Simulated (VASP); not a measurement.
Here is a VASP 6.6.1 calculation.

INCAR

```
PREC     = Accurate       # precision mode
ENCUT    = 520            # plane-wave cutoff, eV
EDIFF    = 1E-6           # SCF threshold, eV
ISMEAR   = 1              # smearing method
SIGMA    = 0.1            # smearing width, eV
LREAL    = False          # projectors in reciprocal space
LASPH    = True           # aspherical terms in the spheres
NELM     = 80             # most SCF steps
ALGO     = Normal         # electronic algorithm
ISIF     = 2              # what is computed and relaxed
LWAVE    = False          # write WAVECAR
LCHARG   = False          # write CHGCAR
GGA      = PE             # functional
NBANDS   = 13             # bands
ICORELEVEL= 1
```

File KPOINTS:

```
Automatic mesh
0
Gamma
  15 15 24
```

The input POSCAR:

```
W
1.0
    2.7579548900      0.0000000000      0.0000000000
   -0.9193183000      2.6002248100      0.0000000000
    0.9193183000      1.3001124000      2.2518607400
W
1
Direct
    0.0000000000      0.0000000000      0.0000000000
```

Potentials or basis: VASP PAW PBE potentials, release 64 (W_sv).

Launch:

```console
$ cat potpaw_PBE.64/W_sv/POTCAR > POTCAR
$ mpirun -np 1 vasp_std > vasp.out
```

(1) Predict the pressure.

(2) What does it give for the band gap on the k mesh?

## Answers

(1) 0.2 GPa.

(2) none (metal or under the smearing width).
